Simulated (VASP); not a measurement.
## GeBi3 under changes of volume

One of the cells (29.487 Å³/atom); the others are scaled copies at fixed shape and fractional positions:

```xyz
4
Lattice="0.0000 3.8924 3.8924 3.8924 0.0000 3.8924 3.8924 3.8924 0.0000" Properties=species:S:1:pos:R:3 pbc="T T T"
Bi    3.8924    3.8924    3.8924
Bi    5.8386    5.8386    5.8386
Bi    1.9462    1.9462    1.9462
Ge    0.0000    0.0000    0.0000
```

The cell comes from a database or a generator and needn't be the stable form of this composition.

```yaml
Program: VASP 6.6.1
Functional: PBE
Potentials_or_basis: VASP PAW PBE potentials, release 64 (Bi_d, Ge_d)
Cutoff: 520 eV
k_mesh: 6 × 6 × 6
Occupations: fermi-dirac, width 0.05 eV
Spin: no spin polarisation
```

```tsv
volume (Å³/atom)	energy over the lowest point (meV/atom)	pressure (GPa)
27.174	34.88	5.0
27.753	18.93	3.5
28.331	?	?
29.487	0.00	-0.1
30.065	1.82	-1.1
30.643	7.00	-1.9
```

Task: What does the run at 28.331 Å³/atom give?

Result: Energy over the lowest point 8.10 meV/atom; pressure 2.2 GPa.

Worked out: A Birch-Murnaghan fit of order 3 (a polynomial in V^(-2/3)) to the other rows has its minimum at 29.49 Å³/atom with B0 = V·E''(V) = 53 GPa and B' = 4.2. It gives 8.14 meV/atom at 28.331 Å³/atom, against the run's 8.10, and -dE/dV = 2.3 GPa, against 2.2.

Energies are extrapolated to zero smearing.
